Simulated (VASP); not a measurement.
Calculation: optB88-vdW, VASP's PBE PAW potentials (set 64) (plane waves; VASP 6.6.1).

VASP input:

File POSCAR:
```
Ti
1.0
  1.4442009262  -2.5014294370   0.0000000000
  1.4442009262   2.5014294370   0.0000000000
  0.0000000000   0.0000000000   4.5840280551
Ti
2
Cartesian
  1.4442009262   0.8338114800   1.1460070138
  1.4442009262  -0.8338114800   3.4380210413
```

KPOINTS:
```
K-points
0
Gamma
14 14 8
```

INCAR:
```
SYSTEM = Ti
PREC = Accurate; ENCUT = 520; LREAL = .FALSE.
LASPH = .TRUE.
EDIFF = 1E-7; NELM = 100; ALGO = Normal
LMAXMIX = 4
ISMEAR = 1; SIGMA = 0.1
GGA = BO; LUSE_VDW = .TRUE.; AGGAC = 0.0
PARAM1 = 0.1833333333; PARAM2 = 0.22
IBRION = 2; NSW = 30; ISIF = 4
EDIFFG = -0.01
LWAVE = .FALSE.; LCHARG = .FALSE.
```

POTCAR, in this order: Ti_sv (PBE.64 set). Program: vasp_std.

Q: What does the run give for the energy per atom (σ→0), band gap (on the k-mesh)?

A: 
```
Item                                                         Value
------------------------  ----------------------------------------
energy per atom (σ→0)                               -4.787 eV/atom
band gap (on the k-mesh)  none (metal, semimetal or under 0.01 eV)
```

### OSZICAR
```
...
       N       E                     dE             d eps       ncg     rms          rms(c)
DAV:   1    -0.957378387681E+01   -0.24242E-03   -0.13311E-02  4040   0.167E+00    0.108E-01
DAV:   2    -0.957364876763E+01    0.13511E-03   -0.75462E-04  3872   0.345E-01    0.568E-02
DAV:   3    -0.957358461191E+01    0.64156E-04   -0.22843E-04  5664   0.161E-01    0.655E-03
DAV:   4    -0.957358482121E+01   -0.20930E-06   -0.18643E-05  4552   0.633E-02    0.321E-03
DAV:   5    -0.957358495967E+01   -0.13847E-06   -0.72246E-07  4968   0.945E-03    0.495E-04
DAV:   6    -0.957358498821E+01   -0.28540E-07   -0.27722E-08  2304   0.212E-03
   2 F= -.95735850E+01 E0= -.95742812E+01  d E =-.436234E-04
```

The compound is Ti in the hcp structure. This cell is one point of a volume scan, at 0.97 of the reference volume. Symmetry was kept, so distortions that lower it aren't found.
